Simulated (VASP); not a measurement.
Output of a VASP run:

OUTCAR:
```
 ion  position               nearest neighbor table
   1  0.000  0.000  0.000-   3 1.87   6 1.87   5 1.88   4 1.88   4 1.88   5 1.88
   2  0.500  0.500  0.500-   4 1.87   5 1.87   3 1.88   6 1.88   3 1.88   6 1.88
   3  0.303  0.303  0.000-   1 1.87   2 1.88   2 1.88
   4  0.803  0.197  0.500-   2 1.87   1 1.88   1 1.88
   5  0.197  0.803  0.500-   2 1.87   1 1.88   1 1.88
   6  0.697  0.697  0.000-   1 1.87   2 1.88   2 1.88
  LATTYP: Found a simple tetragonal cell.
 ALAT       =     4.3603561479
 C/A-ratio  =     0.6597213891
 Subroutine PRICEL returns:
 Original cell was already a primitive cell.
 Subroutine GETGRP returns: Found 16 space group operations
The static configuration has the point symmetry D_2h.
 The point group associated with its full space group is D_4h.
The dynamic configuration has the point symmetry D_2h.
The overall configuration has the point symmetry D_2h.
 Subroutine INISYM returns: Found 16 space group operations
 Subroutine IBZKPT returns following result:
 Found     60 irreducible k-points:

 Following reciprocal coordinates:
            Coordinates               Weight
  0.000000  0.000000  0.000000      1.000000
  0.142857  0.000000  0.000000      4.000000
  0.285714  0.000000  0.000000      4.000000
  0.428571  0.000000  0.000000      4.000000
  0.142857  0.142857  0.000000      4.000000
  0.285714  0.142857  0.000000      8.000000
  0.428571  0.142857  0.000000      8.000000
  0.285714  0.285714  0.000000      4.000000
  0.428571  0.285714  0.000000      8.000000
  0.428571  0.428571  0.000000      4.000000
  0.000000  0.000000  0.090909      2.000000
  0.142857  0.000000  0.090909      8.000000
  0.285714  0.000000  0.090909      8.000000
  0.428571  0.000000  0.090909      8.000000
  0.142857  0.142857  0.090909      8.000000
  0.285714  0.142857  0.090909     16.000000
  0.428571  0.142857  0.090909     16.000000
  0.285714  0.285714  0.090909      8.000000
  0.428571  0.285714  0.090909     16.000000
  0.428571  0.428571  0.090909      8.000000
  0.000000  0.000000  0.181818      2.000000
  0.142857  0.000000  0.181818      8.000000
  0.285714  0.000000  0.181818      8.000000
  0.428571  0.000000  0.181818      8.000000
  0.142857  0.142857  0.181818      8.000000
  0.285714  0.142857  0.181818     16.000000
  0.428571  0.142857  0.181818     16.000000
  0.285714  0.285714  0.181818      8.000000
  0.428571  0.285714  0.181818     16.000000
  0.428571  0.428571  0.181818      8.000000
  0.000000  0.000000  0.272727      2.000000
  0.142857  0.000000  0.272727      8.000000
  0.285714  0.000000  0.272727      8.000000
  0.428571  0.000000  0.272727      8.000000
  0.142857  0.142857  0.272727      8.000000
  0.285714  0.142857  0.272727     16.000000
  0.428571  0.142857  0.272727     16.000000
  0.285714  0.285714  0.272727      8.000000
  0.428571  0.285714  0.272727     16.000000
  0.428571  0.428571  0.272727      8.000000
   k-points           NKPTS =     60   k-points in BZ     NKDIM =     60   number of bands    NBANDS=     30
   number of dos      NEDOS =    301   number of ions     NIONS =      6
   total plane-waves  NPLWV =  31104
   dimension x,y,z NGX =    36 NGY =   36 NGZ =   24
   dimension x,y,z NGXF=    72 NGYF=   72 NGZF=   48
   ions per type =               2   4
   PREC   = accura    normal or accurate (medium, high low for compatibility)
   ISTART =      0    job   : 0-new  1-cont  2-samecut
   ICHARG =      2    charge: 1-file 2-atom 10-const
   ISPIN  =      2    spin polarized calculation?
   LNONCOLLINEAR =      F non collinear calculations
   LSORBIT =      F    spin-orbit coupling
   INIWAV =      1    electr: 0-lowe 1-rand  2-diag
   ENCUT  =  620.0 eV  45.57 Ry    6.75 a.u.   8.85  8.85  5.84*2*pi/ulx,y,z
   NELM   =    100;   NELMIN=  2; NELMDL= -5     # of ELM steps
   EDIFF  = 0.1E-05   stopping-criterion for ELM
   LREAL  =      F    real-space projection
...
```

File OSZICAR:
```
...
   1 F= -.49617958E+02 E0= -.49617651E+02  d E =-.496180E+02  mag=     3.9999
       N       E                     dE             d eps       ncg     rms          rms(c)
DAV:   1    -0.535704775848E+02   -0.53889E+00   -0.16981E+01  7200   0.451E+01    0.891E+00
DAV:   2    -0.530549076377E+02    0.51557E+00   -0.28729E+00  7248   0.193E+01    0.504E+00
DAV:   3    -0.529227997926E+02    0.13211E+00   -0.10578E+00  8662   0.102E+01    0.289E+00
DAV:   4    -0.528769460956E+02    0.45854E-01   -0.24519E-01  7262   0.510E+00    0.503E-01
DAV:   5    -0.528748601605E+02    0.20859E-02   -0.10793E-02  7624   0.897E-01    0.267E-01
DAV:   6    -0.528743949574E+02    0.46520E-03   -0.10818E-03  9094   0.285E-01    0.114E-01
DAV:   7    -0.528743607840E+02    0.34173E-04   -0.30108E-04  8332   0.134E-01    0.497E-02
DAV:   8    -0.528743620107E+02   -0.12267E-05   -0.43830E-05  9672   0.479E-02    0.318E-02
DAV:   9    -0.528743601696E+02    0.18411E-05   -0.49396E-06  7592   0.157E-02    0.997E-03
DAV:  10    -0.528743602147E+02   -0.45097E-07   -0.13996E-06  4160   0.810E-03
   2 F= -.49598775E+02 E0= -.49598407E+02  d E =0.191826E-01  mag=     4.0000
       N       E                     dE             d eps       ncg     rms          rms(c)
DAV:   1    -0.532541821987E+02   -0.37982E+00   -0.63618E+00  7200   0.282E+01    0.541E+00
DAV:   2    -0.531021502128E+02    0.15203E+00   -0.14820E+00  7384   0.142E+01    0.384E+00
DAV:   3    -0.530036990427E+02    0.98451E-01   -0.46438E-01  8436   0.687E+00    0.159E+00
DAV:   4    -0.529919798307E+02    0.11719E-01   -0.87428E-02  7278   0.247E+00    0.385E-01
DAV:   5    -0.529906772539E+02    0.13026E-02   -0.68390E-03  7956   0.565E-01    0.182E-01
DAV:   6    -0.529904716039E+02    0.20565E-03   -0.64315E-04  7714   0.266E-01    0.972E-02
DAV:   7    -0.529904161088E+02    0.55495E-04   -0.27359E-04  8112   0.104E-01    0.251E-02
DAV:   8    -0.529904193998E+02   -0.32910E-05   -0.20114E-05 10682   0.258E-02    0.240E-02
DAV:   9    -0.529904202465E+02   -0.84676E-06   -0.50376E-07  4370   0.549E-03
   3 F= -.49631765E+02 E0= -.49631424E+02  d E =-.138079E-01  mag=     4.0000
       N       E                     dE             d eps       ncg     rms          rms(c)
DAV:   1    -0.529892915631E+02    0.11278E-02   -0.11960E-03  7248   0.383E-01    0.747E-02
DAV:   2    -0.529892591902E+02    0.32373E-04   -0.26597E-04  7392   0.188E-01    0.509E-02
DAV:   3    -0.529892432344E+02    0.15956E-04   -0.90338E-05  8644   0.957E-02    0.224E-02
DAV:   4    -0.529892407942E+02    0.24403E-05   -0.17842E-05  7410   0.390E-02    0.464E-03
DAV:   5    -0.529892407076E+02    0.86526E-07   -0.85209E-07  3836   0.737E-03
   4 F= -.49631764E+02 E0= -.49631422E+02  d E =-.138067E-01  mag=     4.0000
       N       E                     dE             d eps       ncg     rms          rms(c)
DAV:   1    -0.529888328152E+02    0.40798E-03   -0.18241E-01  7200   0.307E+00    0.310E-01
DAV:   2    -0.529883481677E+02    0.48465E-03   -0.72850E-03  8650   0.801E-01    0.248E-01
DAV:   3    -0.529880728573E+02    0.27531E-03   -0.12226E-03  9310   0.371E-01    0.132E-01
DAV:   4    -0.529879282328E+02    0.14462E-03   -0.59170E-04  9306   0.204E-01    0.102E-01
DAV:   5    -0.529879276194E+02    0.61341E-06   -0.64316E-05  8466   0.655E-02    0.517E-02
DAV:   6    -0.529879245135E+02    0.31059E-05   -0.62469E-06  9444   0.166E-02    0.388E-02
DAV:   7    -0.529879237450E+02    0.76850E-06   -0.22114E-06  5172   0.122E-02
   5 F= -.49632173E+02 E0= -.49631854E+02  d E =-.408377E-03  mag=     4.0000
```

File OUTCAR:
```
------------------------ aborting loop because EDIFF is reached ----------------------------------------
  FORCE on cell =-STRESS in cart. coord.  units (eV):
  Direction    XX          YY          ZZ          XY          YZ          ZX
  --------------------------------------------------------------------------------------
  Total        3.3830967      3.3830967      3.4130476      0.0000000      0.0000000      0.0000000
  in kB      100.8148865    100.8148865    101.7074128      0.0000000      0.0000000      0.0000000
  external PRESSURE =       1.1123953 kB  Pullay stress =     100.0000000 kB
  volume of cell :       53.77
      direct lattice vectors                 reciprocal lattice vectors
     4.332363528 -0.000000000  0.000000000     0.230820889  0.000000000  0.000000000
    -0.000000000  4.332363528  0.000000000     0.000000000  0.230820889  0.000000000
     0.000000000  0.000000000  2.864511327     0.000000000  0.000000000  0.349099684
 POSITION                                       TOTAL-FORCE (eV/Angst)
 -----------------------------------------------------------------------------------
      0.00000      0.00000      0.00000        -0.000000     -0.000000      0.000000
      2.16618      2.16618      1.43226        -0.000000     -0.000000      0.000000
      1.31030      1.31030      0.00000         0.006577      0.006577     -0.000000
      3.47648      0.85588      1.43226         0.006577     -0.006577      0.000000
      0.85588      3.47648      1.43226        -0.006577      0.006577     -0.000000
      3.02207      3.02207      0.00000        -0.006577     -0.006577      0.000000
 -----------------------------------------------------------------------------------
    total drift:                               -0.000000     -0.000000      0.000000
  FREE ENERGIE OF THE ION-ELECTRON SYSTEM (eV)
  ---------------------------------------------------
  free  energy   TOTEN  =       -52.9879237450 eV

  energy  without entropy=      -52.9869669536  energy(sigma->0) =      -52.98760481
  enthalpy is  TOTEN    =       -49.6321726256 eV   P V=        3.3557511194

 total charge

# of ion       s       p       d       tot
------------------------------------------
    1        0.386   6.532   4.131  11.049
    2        0.386   6.532   4.131  11.049
    3        1.565   3.481   0.000   5.046
    4        1.565   3.481   0.000   5.046
    5        1.565   3.481   0.000   5.046
    6        1.565   3.481   0.000   5.046
--------------------------------------------------
tot          7.032  26.990   8.262  42.284

 magnetization (x)

# of ion       s       p       d       tot
------------------------------------------
    1        0.021   0.034   1.983   2.038
    2        0.021   0.034   1.983   2.038
    3       -0.003  -0.047   0.000  -0.050
    4       -0.003  -0.047   0.000  -0.050
    5       -0.003  -0.047   0.000  -0.050
    6       -0.003  -0.047   0.000  -0.050
--------------------------------------------------
tot          0.030  -0.119   3.966   3.877

 reached required accuracy - stopping structural energy minimisation
```
(Selected blocks of OUTCAR.)

POSCAR:
```
CrO2
1
    4.3603561479     0.0000000000     0.0000000000
    0.0000000000     4.3603561479     0.0000000000
    0.0000000000     0.0000000000     2.8766202149
Cr O
2 4
Direct
  0.0000000000   0.0000000000   0.0000000000
  0.5000000000   0.5000000000   0.5000000000
  0.3027903179   0.3027903179   0.0000000000
  0.8027903179   0.1972096821   0.5000000000
  0.1972096821   0.8027903179   0.5000000000
  0.6972096821   0.6972096821   0.0000000000
```

Q: Reconstruct the remaining input files.

A: This is not unique; one that fits is the input of the run itself, PBEsol GGA, plane waves, VASP's PBE PAW potentials (set 64).

### INCAR
```
! general
SYSTEM   =  CrO2
PREC     =  Accurate
ENCUT    =  620
LREAL    =  .FALSE.
LASPH    =  .TRUE.

! electronic loop
EDIFF    =  1E-6
NELM     =  100
ALGO     =  Normal
LMAXMIX  =  4

! smearing
ISMEAR   =  1
SIGMA    =  0.1

! functional
GGA      =  PS

! spin
ISPIN    =  2
MAGMOM   =  2.1 2.1 -0.1 -0.1 -0.1 -0.1

! ions
IBRION   =  2
NSW      =  40
ISIF     =  3
EDIFFG   =  -0.02
PSTRESS  =  100

! output
LWAVE    =  .FALSE.
LCHARG   =  .FALSE.
LORBIT   =  10
```

### KPOINTS
```
Automatic
0
G
  7 7 11
```

POTCAR, in this order: Cr_pv O (PBE.64 set). Program: vasp_std.

The compound is CrO2 in the rutile structure. This run relaxes it under an external pressure of 10 GPa. Symmetry was kept, so distortions that lower it aren't found.
